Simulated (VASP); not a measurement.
Consider the following.

```xyz
2
Lattice="0.0000 2.6817 2.6817 2.6817 0.0000 2.6817 2.6817 2.6817 0.0000" Properties=species:S:1:pos:R:3 pbc="T T T"
Pb     0.0000     0.0000     0.0000
O      1.3408     1.3408     1.3408
```

Method: PBEsol GGA, VASP's PBE PAW potentials (set 64) (plane waves; VASP). Run with 620 eV cut-off, 12×12×12 Γ-centred mesh, first-order Methfessel-Paxton smearing of 0.10 eV, potentials Pb_d O.

Energy and stress use the plane-wave basis of the starting cell.

Question: The ions, cell shape and volume at an external pressure of 20.0 GPa are relaxed. Give the cell that the relaxation ends in.

Answer: 
```xyz
2
Lattice="0.0000 2.6127 2.6127 2.6127 0.0000 2.6127 2.6127 2.6127 0.0000" Properties=species:S:1:pos:R:3 pbc="T T T"
Pb     0.0000     0.0000     0.0000
O      1.3063     1.3063     1.3063
```
Space group F-43m (216), at a tolerance of 0.03 Å.

Question: How do energy and volume change from the first to the last step?

Answer: The energy (σ→0) changes by +132.6 meV/atom and the volume by -7.5 %, in 3 ionic steps.

```json
[
 {"step": "1", "E(σ→0) (eV)": "-10.8248", "max force (eV/Å)": "0.000", "pressure (GPa)": "10.04", "volume (Å³)": "38.57"},
 {"step": "2", "E(σ→0) (eV)": "-9.9724", "max force (eV/Å)": "0.000", "pressure (GPa)": "36.69", "volume (Å³)": "32.26"},
 {"step": "3", "E(σ→0) (eV)": "-10.5595", "max force (eV/Å)": "0.000", "pressure (GPa)": "19.82", "volume (Å³)": "35.67"}
]
```

The structure was generated: PbO was put into the zinc blende type (F-43m), which need not be its known phase. This run relaxes it under an external pressure of 20 GPa. Symmetry was kept, so distortions that lower it aren't found.
